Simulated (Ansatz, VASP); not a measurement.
**Cu2W in VASP and in Ansatz**

Contents of INCAR:

```
SYSTEM = Cu2W
ALGO     = Normal         ! electronic algorithm
EDIFF    = 1E-6           ! SCF threshold, eV
EDIFFG   = -0.04          ! ionic threshold
ENCUT    = 600            ! plane-wave cutoff, eV
GGA      = PE             ! functional
IBRION   = 2              ! ionic algorithm
ISIF     = 3              ! what is computed and relaxed
ISMEAR   = 0              ! smearing method
LASPH    = .TRUE.         ! aspherical terms in the spheres
LCHARG   = .FALSE.        ! write CHGCAR
LREAL    = .FALSE.        ! projectors in reciprocal space
LWAVE    = .FALSE.        ! write WAVECAR
NELM     = 80             ! most SCF steps
NSW      = 90             ! ionic steps
PREC     = Accurate       ! precision mode
SIGMA    = 0.1            ! smearing width, eV
```

Contents of KPOINTS:

```
k-points
0
G
  6 6 4
  0 0 0
```

File POSCAR:

```
Cu2W
1.0
    3.6969593400      0.0000000000      0.0000000000
   -1.8484796700      3.2016607100      0.0000000000
    0.0000000000      0.0000000000      3.9581859500
Cu W
2 1
Direct
    0.3333333300      0.6666666700      0.0000000000
    0.6666666700      0.3333333300      0.0000000000
    0.0000000000      0.0000000000      0.5000000000
```

Input for Ansatz:

```yaml
crystal:
  lattice:
    - [3.69695934, 0.0, 0.0]
    - [-1.84847967, 3.20166071, 0.0]
    - [0.0, 0.0, 3.95818595]
  atoms:
    - { symbol: Cu, position: [0.33333333, 0.66666667, 0.0] }
    - { symbol: Cu, position: [0.66666667, 0.33333333, 0.0] }
    - { symbol: W, position: [0.0, 0.0, 0.5] }
basis:
  ecutwfc: 420
kpoints:
  mp_grid: { grid: [6, 6, 4] }
hamiltonian:
  xc: pbe
scf:
  occupations: { method: gaussian, width: 0.1 }
  lower_state_search: "off"
output:
  forces: true
  stress: true
  eigenvalues: true
relax:
  adjacent_minimum: "off"
  f_tol: 0.04
  max_steps: 70
  cell: { stress_tol: 0.4 }
```

Alike in both runs: task relaxation of cell and atoms; functional PBE; k mesh 6 × 6 × 4; occupations gaussian, width 0.1 eV; no spin polarisation.

|  | VASP | Ansatz |
| --- | --- | --- |
| version | VASP 6.6.1 | Ansatz 0.2.0 |
| potentials or method | VASP PAW PBE potentials, release 64 (Cu, W_sv) | scalar-relativistic, plane waves, PAW |
| plane-wave cutoff (eV) | 600 | 420 |
| valence electrons in the cell | 36 | 52 |

Ansatz gave:

```
gap on the k mesh at the Fermi level, each at its own relaxed structure (eV) : none
relaxed volume (Å³/atom)                                                     : 13.35
relaxed cell length with the largest relative difference (Å)                 : 4.154
energy change over the relaxation (meV/atom)                                 : -903
```

Problem. Estimate VASP's values.

Solution. gap on the k mesh at the Fermi level, each at its own relaxed structure (eV): none; relaxed volume (Å³/atom): 13.38; relaxed cell length with the largest relative difference (Å): 4.158; energy change over the relaxation (meV/atom): -894.

A gap of «none» marks a metal or a gap that the smearing closes. The two sets of potentials don't hold the same shells in valence.

Caveats: the k mesh is coarse (spacing up to 0.40 Å⁻¹), so the values aren't converged. The runs have no spin-orbit coupling, so splittings on W are missing.
